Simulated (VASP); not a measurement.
Here is the system:

```
CELL_PARAMETERS angstrom
     -3.21917     3.21917     6.36268
      3.21917    -3.21917     6.36268
      3.21917     3.21917    -6.36268
ATOMIC_POSITIONS crystal
  In 0.50000 0.50000 0.00000
  In 0.25000 0.75000 0.50000
  Ag 0.00000 0.00000 0.00000
  Ag 0.75000 0.25000 0.50000
  Te 0.37500 0.36632 0.49132
  Te 0.63368 0.12500 0.00868
  Te 0.87500 0.88368 0.50868
  Te 0.11632 0.62500 0.99132
```

Method: PBEsol GGA, VASP's PBE PAW potentials (set 64) (plane waves; VASP 6.6.1). Settings: 400 eV cut-off, Gaussian smearing of 0.050 eV, potentials In_d Ag Te.

Unless said otherwise, spin-orbit coupling is left out, though it shifts the bands of the heavy elements here.

Problem. Give the energies of bands 29 to 42 at the high-symmetry points, in eV from the valence-band maximum.

Solution. 
```tsv
band	Γ	X	P	N	M	S	R
29	-3.10	-2.57	-2.14	-2.97	-2.72	-2.60	-2.56
30	-2.65	-2.57	-2.14	-2.73	-2.72	-2.59	-2.56
31	-2.41	-1.42	-1.67	-2.13	-1.93	-2.47	-1.68
32	-2.06	-1.42	-1.67	-1.94	-1.93	-2.12	-1.68
33	-2.06	-0.97	-0.95	-1.67	-1.36	-1.79	-1.01
34	-0.08	-0.97	-0.95	-1.37	-1.36	-1.46	-1.01
35	-0.08	-0.58	-0.83	-1.29	-1.05	-0.86	-0.80
36	0.00	-0.58	-0.83	-0.67	-1.05	-0.67	-0.80
37	0.08	0.85	1.23	1.77	1.46	1.59	1.10
38	1.79	0.85	1.23	2.07	1.46	1.88	1.10
39	1.90	2.81	2.61	2.83	1.91	2.29	3.24
40	3.40	2.81	2.61	3.48	1.91	3.06	3.24
41	3.40	4.08	3.87	3.64	2.59	3.77	3.52
42	3.65	4.10	3.87	3.89	2.59	3.79	3.52
```

The gap is direct, 0.08 eV, from the valence maximum at Γ to the conduction minimum at Γ.

The structure comes from a computed database's InAgTe2 entry (I-42d); how it stands against other phases isn't given here. It was relaxed first.
